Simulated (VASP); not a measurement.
An input for Quantum ESPRESSO's pw.x (written as the equivalent of a VASP run, and not itself run):

```
&CONTROL
  calculation = 'vc-relax'
  pseudo_dir = './pseudo'
  outdir = './out'
  tprnfor = .true.
  tstress = .true.
  nstep = 40
  forc_conv_thr = 0.00078
/
&SYSTEM
  ibrav = 0
  nat = 4
  ntyp = 2
  ecutwfc = 84
  occupations = 'smearing'
  smearing = 'gaussian'
  degauss = 0.003675
  input_dft = 'pbesol'
/
&ELECTRONS
  conv_thr = 7.3e-08
  electron_maxstep = 100
/
&IONS
/
&CELL
  press = 450
/
ATOMIC_SPECIES
  Al 26.982 Al.upf
  As 74.922 As.upf
CELL_PARAMETERS angstrom
     3.6812023    0.0000000    0.0000000
    -1.8406012    3.1880157    0.0000000
     0.0000000    0.0000000    6.0971685
ATOMIC_POSITIONS crystal
  Al   0.3333330  0.6666670  0.0014978
  Al   0.6666670  0.3333330  0.5014978
  As   0.3333330  0.6666670  0.3735022
  As   0.6666670  0.3333330  0.8735022
K_POINTS automatic
  7 7 4 0 0 0
```

**Question.** Write the VASP files for the same calculation (PBEsol).

**Answer.** Several could match; the one computed here: 
**KPOINTS**
```
Automatic mesh
0
Gamma
7 7 4
0 0 0
```

File POSCAR:
```
AlAs
1.0
  3.6812023144   0.0000000001   0.0000000000
 -1.8406011570   3.1880156686   0.0000000000
  0.0000000000   0.0000000000   6.0971684896
Al As
2 2
Cart
 -0.0000018405   2.1253448418   0.0091325042
  1.8406029979   1.0626708269   3.0577167490
 -0.0000018405   2.1253448418   2.2773056794
  1.8406029979   1.0626708269   5.3258899242
```

**INCAR**
```
PREC = Accurate
SIGMA = 0.05   # width (eV)
ISMEAR = 0   # Gaussian
GGA = PS   # PBEsol
LREAL = .False.   # projection in real space or not
LASPH = .True.   # aspherical one-centre terms
ISIF = 3   # ions, shape and volume
NELM = 100   # most electronic steps
NSW = 40   # most ionic steps
ALGO = Normal   # blocked Davidson
ENCUT = 500
LMAXMIX = 4   # l cut-off of mixed one-centre charges
LWAVE = .False.
PSTRESS = 450   # kbar
EDIFFG = -0.02   # ionic stop
SYSTEM = AlAs
IBRION = 2
EDIFF = 1E-6
LCHARG = .False.
```

POTCAR, in this order: Al As (PBE.64 set). Program: vasp_std.

Limits of the translation: the potentials are each code's own (VASP's PAW set, PseudoDojo norm-conserving files in pw.x), so ENCUT and ecutwfc are chosen apart and not converted; conv_thr bounds pw.x's estimated SCF error, while EDIFF bounds the energy change between steps; forc_conv_thr acts on force components and is met together with etot_conv_thr.

The structure was generated: AlAs was put into the wurtzite type (P6_3mc), which need not be its known phase. This run relaxes it under an external pressure of 45 GPa. Symmetry was kept, so distortions that lower it aren't found.
